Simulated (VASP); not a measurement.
Output of a VASP run:

### OSZICAR
```
...
   2 F= -.23903412E+02 E0= -.23903412E+02  d E =-.188322E-01
       N       E                     dE             d eps       ncg     rms          rms(c)
DAV:   1    -0.239034148931E+02   -0.28343E-05   -0.11606E-04  1070   0.619E-02    0.111E-02
DAV:   2    -0.239034144983E+02    0.39479E-06   -0.77113E-06  1217   0.120E-02    0.577E-03
DAV:   3    -0.239034145252E+02   -0.26884E-07   -0.38143E-06  1136   0.887E-03    0.552E-03
DAV:   4    -0.239034143394E+02    0.18579E-06   -0.75713E-07  1043   0.380E-03    0.239E-03
DAV:   5    -0.239034143615E+02   -0.22056E-07   -0.17381E-07   687   0.198E-03
   3 F= -.23903414E+02 E0= -.23903414E+02  d E =-.188346E-01
       N       E                     dE             d eps       ncg     rms          rms(c)
DAV:   1    -0.239199110570E+02   -0.16497E-01   -0.68590E-01   992   0.522E+00    0.100E+00
DAV:   2    -0.239111925047E+02    0.87186E-02   -0.52301E-02  1161   0.108E+00    0.531E-01
DAV:   3    -0.239091718895E+02    0.20206E-02   -0.71604E-03  1196   0.428E-01    0.172E-01
DAV:   4    -0.239084721198E+02    0.69977E-03   -0.39332E-03  1185   0.283E-01    0.218E-01
DAV:   5    -0.239083380093E+02    0.13411E-03   -0.86713E-04  1256   0.121E-01    0.213E-02
DAV:   6    -0.239083374923E+02    0.51693E-06   -0.65609E-05  1272   0.373E-02    0.215E-02
DAV:   7    -0.239083369602E+02    0.53214E-06   -0.30185E-06  1013   0.837E-03    0.471E-03
DAV:   8    -0.239083367684E+02    0.19179E-06   -0.20129E-06  1258   0.732E-03    0.218E-03
DAV:   9    -0.239083367306E+02    0.37841E-07   -0.70414E-08   671   0.147E-03
   4 F= -.23908337E+02 E0= -.23908337E+02  d E =-.492237E-02
       N       E                     dE             d eps       ncg     rms          rms(c)
DAV:   1    -0.239369291214E+02   -0.28592E-01   -0.15609E+00   992   0.788E+00    0.149E+00
DAV:   2    -0.239171566566E+02    0.19772E-01   -0.11765E-01  1161   0.163E+00    0.795E-01
DAV:   3    -0.239126296680E+02    0.45270E-02   -0.15887E-02  1204   0.639E-01    0.259E-01
DAV:   4    -0.239110611978E+02    0.15685E-02   -0.90105E-03  1208   0.427E-01    0.328E-01
DAV:   5    -0.239107586925E+02    0.30251E-03   -0.21097E-03  1232   0.187E-01    0.324E-02
DAV:   6    -0.239107564828E+02    0.22097E-05   -0.16548E-04  1250   0.600E-02    0.321E-02
DAV:   7    -0.239107559578E+02    0.52495E-06   -0.63238E-06  1133   0.121E-02    0.784E-03
DAV:   8    -0.239107554824E+02    0.47538E-06   -0.40682E-06  1254   0.108E-02    0.331E-03
DAV:   9    -0.239107553807E+02    0.10174E-06   -0.12341E-07   722   0.209E-03    0.189E-03
DAV:  10    -0.239107553057E+02    0.75016E-07   -0.12000E-07   680   0.149E-03
   5 F= -.23910755E+02 E0= -.23910755E+02  d E =-.734094E-02
       N       E                     dE             d eps       ncg     rms          rms(c)
DAV:   1    -0.239110446127E+02   -0.28923E-03   -0.15277E-02   992   0.781E-01    0.150E-01
DAV:   2    -0.239108515799E+02    0.19303E-03   -0.11798E-03  1168   0.162E-01    0.811E-02
DAV:   3    -0.239108062030E+02    0.45377E-04   -0.16216E-04  1166   0.641E-02    0.262E-02
DAV:   4    -0.239107908704E+02    0.15333E-04   -0.86881E-05  1200   0.423E-02    0.330E-02
DAV:   5    -0.239107881911E+02    0.26794E-05   -0.19219E-05  1240   0.181E-02    0.342E-03
DAV:   6    -0.239107883722E+02   -0.18114E-06   -0.14038E-06  1100   0.552E-03    0.329E-03
DAV:   7    -0.239107884401E+02   -0.67882E-07   -0.57898E-08   622   0.137E-03
   6 F= -.23910788E+02 E0= -.23910788E+02  d E =-.737408E-02
```

### OUTCAR
```
------------------------ aborting loop because EDIFF is reached ----------------------------------------
  FORCE on cell =-STRESS in cart. coord.  units (eV):
  Direction    XX          YY          ZZ          XY          YZ          ZX
  --------------------------------------------------------------------------------------
  Total        1.2276927      1.2276923      1.2531449      0.0000000      0.0000000      0.0000000
  in kB       13.6867447     13.6867404     13.9704950      0.0000000      0.0000000      0.0000000
  external PRESSURE =      13.7813267 kB  Pullay stress =       0.0000000 kB
  volume of cell :      143.71
      direct lattice vectors                 reciprocal lattice vectors
     1.742670465 -3.018393313 -0.000000000     0.286915978 -0.165651043  0.000000000
     1.742670465  3.018393313  0.000000000     0.286915978  0.165651043  0.000000000
    -0.000000000 -0.000000000 13.660889893    -0.000000000 -0.000000000  0.073201673
 POSITION                                       TOTAL-FORCE (eV/Angst)
 -----------------------------------------------------------------------------------
      1.74267      1.00613     12.06431         0.000000     -0.000000      0.005616
      1.74267     -1.00613      5.23387         0.000000      0.000000      0.005616
      1.74267     -1.00613      1.59658         0.000000      0.000000     -0.005616
      1.74267      1.00613      8.42702         0.000000     -0.000000     -0.005616
      1.74267      1.00613      3.41522        -0.000000     -0.000000      0.000000
      1.74267     -1.00613     10.24567        -0.000000      0.000000      0.000000
 -----------------------------------------------------------------------------------
    total drift:                               -0.000000      0.001604     -0.000023
  FREE ENERGIE OF THE ION-ELECTRON SYSTEM (eV)
  ---------------------------------------------------
  free  energy   TOTEN  =       -23.9107884401 eV

  energy  without entropy=      -23.9107884401  energy(sigma->0) =      -23.91078844

 reached required accuracy - stopping structural energy minimisation
```
(Selected blocks of OUTCAR.)

File POSCAR:
```
MoTe2
1
    1.7365456728    -3.0077849220     0.0000000000
    1.7365456728     3.0077849220     0.0000000000
    0.0000000000     0.0000000000    13.7574234108
Te Mo
4 2
Direct
  0.3333330000   0.6666670000   0.8806338004
  0.6666670000   0.3333330000   0.3806338004
  0.6666670000   0.3333330000   0.1193661996
  0.3333330000   0.6666670000   0.6193661996
  0.3333330000   0.6666670000   0.2500000000
  0.6666670000   0.3333330000   0.7500000000
```

**Question.** Write an INCAR and KPOINTS that could have produced this output.

**Answer.** One answer among several that fit: the input of the run itself, vdW-DF-cx, plane waves, VASP's PBE PAW potentials (set 64).

### INCAR
```
SYSTEM = MoTe2
PREC = Accurate; ENCUT = 520; LREAL = .FALSE.
LASPH = .TRUE.
EDIFF = 1E-7; NELM = 100; ALGO = Normal
LMAXMIX = 4
ISMEAR = 0; SIGMA = 0.05
GGA = CX; LUSE_VDW = .TRUE.; AGGAC = 0.0
IBRION = 2; NSW = 30; ISIF = 4
EDIFFG = -0.01
LWAVE = .FALSE.; LCHARG = .FALSE.
```

File KPOINTS:
```
Regular mesh
0
Gamma
7 7 2
0 0 0
```

POTCAR, in this order: Te Mo_sv (PBE.64 set). Program: vasp_std.

The compound is MoTe2 in the 2H layered structure. This cell is one point of a volume scan, at 0.97 of the reference volume. Symmetry was kept, so distortions that lower it aren't found.
